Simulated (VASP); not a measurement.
```
GaIn3P4
1.0
    0.00000     2.88526     2.88526
    2.88526     0.00000     2.88526
   11.54631    11.54631    -0.00529
In P Ga
3 4 1
Direct
  0.00995   0.00995   0.99254
  0.00024   0.00024   0.24982
  0.99100   0.99100   0.50675
  0.25367   0.25367   0.05975
  0.24435   0.24435   0.31674
  0.23559   0.23559   0.57331
  0.26470   0.26470   0.80148
  0.00051   0.00051   0.74962
```

Calculation: PBEsol GGA, VASP's PBE PAW potentials (set 64) (plane waves; VASP). Run with 400 eV cut-off, Gaussian smearing of 0.050 eV, potentials In_d P Ga_d.

Unless said otherwise, spin-orbit coupling is left out, though it shifts the bands of the heavy elements here.

Problem. Give the energies of bands 27 to 40 at the high-symmetry points, in eV from the valence-band maximum.

Solution. 
| band | Γ | T | H2 | L | S0 | F |
|---|---|---|---|---|---|---|
| 27 | -3.58 | -1.79 | -5.62 | -5.71 | -5.62 | -5.60 |
| 28 | -1.25 | -1.59 | -5.60 | -5.65 | -5.60 | -5.44 |
| 29 | -1.25 | -1.23 | -3.71 | -2.89 | -3.71 | -2.98 |
| 30 | -0.67 | -1.23 | -3.55 | -2.85 | -3.52 | -2.92 |
| 31 | -0.67 | -0.80 | -3.38 | -2.52 | -3.44 | -2.57 |
| 32 | -0.51 | -0.80 | -3.27 | -2.16 | -3.25 | -2.48 |
| 33 | -0.51 | -0.27 | -2.18 | -2.01 | -2.24 | -1.92 |
| 34 | -0.13 | -0.27 | -2.14 | -1.91 | -2.08 | -1.75 |
| 35 | 0.00 | -0.14 | -1.93 | -1.35 | -1.97 | -1.09 |
| 36 | 0.00 | -0.14 | -1.84 | -1.24 | -1.79 | -1.02 |
| 37 | 0.49 | 0.77 | 2.51 | 1.51 | 2.39 | 1.25 |
| 38 | 1.19 | 1.74 | 2.54 | 2.06 | 2.83 | 1.56 |
| 39 | 1.81 | 1.80 | 3.24 | 2.26 | 2.87 | 1.85 |
| 40 | 2.00 | 1.87 | 3.31 | 2.32 | 3.55 | 2.39 |

The gap is direct, 0.49 eV, from the valence maximum at Γ to the conduction minimum at Γ.

The structure was generated: GaIn3P4 was put into an ordered model structure (R3m), which need not be its known phase. It was relaxed first.
